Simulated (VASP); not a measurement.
All values below come from vdW-DF2, VASP's PBE PAW potentials (set 64) (plane waves; VASP 6.6.1).

Input for VASP

KPOINTS:
```
Automatic mesh
0
Gamma
13 13 13
0 0 0
```

**POSCAR**
```
ZrC
3.3552190
  0.0000000000   0.7071067853   0.7071067853
  0.7071067853   0.0000000000   0.7071067853
  0.7071067853   0.7071067853   0.0000000000
Zr C
1 1
direct
  0.0000000000   0.0000000000   0.0000000000
  0.5000000000   0.5000000000   0.5000000000
```

### INCAR
```
! general
SYSTEM  =ZrC
PREC    =Accurate
ENCUT   =520
LREAL   =F
LASPH   =T

! electronic loop
EDIFF   =1E-7
NELM    =100
ALGO    =Normal
LMAXMIX =4

! smearing
ISMEAR  =1
SIGMA   =0.1

! functional
GGA     =ML
LUSE_VDW=T
AGGAC   =0.0
ZAB_VDW =-1.8867

! ions
ISIF    =2

! output
LWAVE   =F
LCHARG  =F
```

POTCAR, in this order: Zr_sv C (PBE.64 set). Program: vasp_std.

What VASP printed:

### OUTCAR
```
 ion  position               nearest neighbor table
   1  0.000  0.000  0.000-   2 2.37   2 2.37   2 2.37   2 2.37   2 2.37   2 2.37
   2  0.500  0.500  0.500-   1 2.37   1 2.37   1 2.37   1 2.37   1 2.37   1 2.37
  LATTYP: Found a face centered cubic cell.
 ALAT       =     4.7449962420
 Subroutine PRICEL returns:
 Original cell was already a primitive cell.
 Subroutine GETGRP returns: Found 48 space group operations
The static configuration has the point symmetry O_h .
The dynamic configuration has the point symmetry O_h .
 Subroutine INISYM returns: Found 48 space group operations
 Subroutine IBZKPT returns following result:
 Found     84 irreducible k-points:

 Following reciprocal coordinates:
            Coordinates               Weight
  0.000000  0.000000  0.000000      1.000000
  0.076923  0.000000  0.000000      8.000000
  0.153846  0.000000  0.000000      8.000000
  0.230769  0.000000  0.000000      8.000000
  0.307692  0.000000  0.000000      8.000000
  0.384615  0.000000  0.000000      8.000000
  0.461538  0.000000  0.000000      8.000000
  0.076923  0.076923  0.000000      6.000000
  0.153846  0.076923  0.000000     24.000000
  0.230769  0.076923  0.000000     24.000000
  0.307692  0.076923  0.000000     24.000000
  0.384615  0.076923  0.000000     24.000000
  0.461538  0.076923  0.000000     24.000000
 -0.461538  0.076923  0.000000     24.000000
 -0.384615  0.076923  0.000000     24.000000
 -0.307692  0.076923  0.000000     24.000000
 -0.230769  0.076923  0.000000     24.000000
 -0.153846  0.076923  0.000000     24.000000
 -0.076923  0.076923  0.000000     12.000000
  0.153846  0.153846  0.000000      6.000000
  0.230769  0.153846  0.000000     24.000000
  0.307692  0.153846  0.000000     24.000000
  0.384615  0.153846  0.000000     24.000000
  0.461538  0.153846  0.000000     24.000000
 -0.461538  0.153846  0.000000     24.000000
 -0.384615  0.153846  0.000000     24.000000
 -0.307692  0.153846  0.000000     24.000000
 -0.230769  0.153846  0.000000     24.000000
 -0.153846  0.153846  0.000000     12.000000
  0.230769  0.230769  0.000000      6.000000
  0.307692  0.230769  0.000000     24.000000
  0.384615  0.230769  0.000000     24.000000
  0.461538  0.230769  0.000000     24.000000
 -0.461538  0.230769  0.000000     24.000000
 -0.384615  0.230769  0.000000     24.000000
 -0.307692  0.230769  0.000000     24.000000
 -0.230769  0.230769  0.000000     12.000000
  0.307692  0.307692  0.000000      6.000000
  0.384615  0.307692  0.000000     24.000000
  0.461538  0.307692  0.000000     24.000000
   k-points           NKPTS =     84   k-points in BZ     NKDIM =     84   number of bands    NBANDS=     12
   number of dos      NEDOS =    301   number of ions     NIONS =      2
   total plane-waves  NPLWV =  21952
   dimension x,y,z NGX =    28 NGY =   28 NGZ =   28
   dimension x,y,z NGXF=    56 NGYF=   56 NGZF=   56
   ions per type =               1   1
   PREC   = accura    normal or accurate (medium, high low for compatibility)
   ISTART =      0    job   : 0-new  1-cont  2-samecut
   ICHARG =      2    charge: 1-file 2-atom 10-const
   ISPIN  =      1    spin polarized calculation?
   LNONCOLLINEAR =      F non collinear calculations
   LSORBIT =      F    spin-orbit coupling
   INIWAV =      1    electr: 0-lowe 1-rand  2-diag
   ENCUT  =  520.0 eV  38.22 Ry    6.18 a.u.   6.24  6.24  6.24*2*pi/ulx,y,z
   NELM   =    100;   NELMIN=  2; NELMDL= -5     # of ELM steps
   EDIFF  = 0.1E-06   stopping-criterion for ELM
   LREAL  =      F    real-space projection
   NLSPLINE    = F    spline interpolate recip. space projectors
   LMAXMIX     =    4 max onsite mixed and CHGCAR
...
```

**OSZICAR**
```
       N       E                     dE             d eps       ncg     rms          rms(c)
DAV:   1     0.117321785120E+03    0.11732E+03   -0.90446E+03  2016   0.135E+03
DAV:   2    -0.128823507215E+02   -0.13020E+03   -0.12221E+03  2316   0.336E+02
DAV:   3    -0.189000451633E+02   -0.60177E+01   -0.59175E+01  2888   0.668E+01
DAV:   4    -0.191669307913E+02   -0.26689E+00   -0.26673E+00  2740   0.130E+01
DAV:   5    -0.191719571383E+02   -0.50263E-02   -0.50258E-02  2792   0.171E+00    0.199E+01
DAV:   6    -0.146602643960E+02    0.45117E+01   -0.26268E+01  2248   0.334E+01    0.690E+00
DAV:   7    -0.143988964733E+02    0.26137E+00   -0.14826E+00  2284   0.982E+00    0.559E+00
DAV:   8    -0.144160047596E+02   -0.17108E-01   -0.18311E-01  2252   0.425E+00    0.223E+00
DAV:   9    -0.144081605393E+02    0.78442E-02   -0.36978E-02  2552   0.149E+00    0.387E-01
DAV:  10    -0.144096197633E+02   -0.14592E-02   -0.35802E-03  2348   0.714E-01    0.497E-01
DAV:  11    -0.144094217847E+02    0.19798E-03   -0.81017E-04  2212   0.259E-01    0.285E-02
DAV:  12    -0.144094289401E+02   -0.71554E-05   -0.56354E-05  2788   0.693E-02    0.107E-02
DAV:  13    -0.144094273452E+02    0.15949E-05   -0.70618E-06  2508   0.222E-02    0.329E-03
DAV:  14    -0.144094274842E+02   -0.13901E-06   -0.30126E-07  2196   0.612E-03    0.138E-03
DAV:  15    -0.144094276680E+02   -0.18380E-06   -0.33399E-07  2092   0.601E-03    0.200E-04
DAV:  16    -0.144094276530E+02    0.15012E-07   -0.46703E-09  1132   0.874E-04
   1 F= -.14409428E+02 E0= -.14409416E+02  d E =-.362303E-04
```

OUTCAR:
```
------------------------ aborting loop because EDIFF is reached ----------------------------------------
  FORCE on cell =-STRESS in cart. coord.  units (eV):
  Direction    XX          YY          ZZ          XY          YZ          ZX
  --------------------------------------------------------------------------------------
  Total        1.0687141      1.0687141      1.0687141     -0.0000000      0.0000000     -0.0000000
  in kB       64.1098129     64.1098129     64.1098129     -0.0000000      0.0000000     -0.0000000
  external PRESSURE =      64.1098129 kB  Pullay stress =       0.0000000 kB
  volume of cell :       26.71
      direct lattice vectors                 reciprocal lattice vectors
     0.000000000  2.372498121  2.372498121    -0.210748323  0.210748323  0.210748323
     2.372498121  0.000000000  2.372498121     0.210748323 -0.210748323  0.210748323
     2.372498121  2.372498121  0.000000000     0.210748323  0.210748323 -0.210748323
 POSITION                                       TOTAL-FORCE (eV/Angst)
 -----------------------------------------------------------------------------------
      0.00000      0.00000      0.00000         0.000000      0.000000      0.000000
      2.37250      2.37250      2.37250        -0.000000     -0.000000     -0.000000
 -----------------------------------------------------------------------------------
    total drift:                                0.000000      0.000000      0.000000
  FREE ENERGIE OF THE ION-ELECTRON SYSTEM (eV)
  ---------------------------------------------------
  free  energy   TOTEN  =       -14.4094276530 eV

  energy  without entropy=      -14.4093914227  energy(sigma->0) =      -14.40941558
```
(Selected blocks of OUTCAR.)

The compound is ZrC in the rock salt structure. This cell is one point of a volume scan, at 0.97 of the reference volume.
